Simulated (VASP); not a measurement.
Consider the following.

```xyz
2
Lattice="0.0000 3.2938 3.2938 3.2938 0.0000 3.2938 3.2938 3.2938 0.0000" Properties=species:S:1:pos:R:3 pbc="T T T"
Sr     0.0000     0.0000     0.0000
Te     3.2938     3.2938     3.2938
```

Level of theory: PBE GGA, VASP's PBE PAW potentials (set 64) (plane waves; VASP). Numerical set-up: 520 eV cut-off, 7×7×7 Γ-centred mesh, Gaussian smearing of 0.050 eV, potentials Sr_sv Te.

Question: Give the stress tensor in GPa (positive for a compressed cell).

Answer: 
```
2.28  0.00  0.00
0.00  2.28  0.00
0.00  0.00  2.28
```
The pressure is its mean diagonal, 2.28 GPa.

The compound is SrTe in the rock salt structure. This cell is one point of a volume scan, at 0.94 of the reference volume.
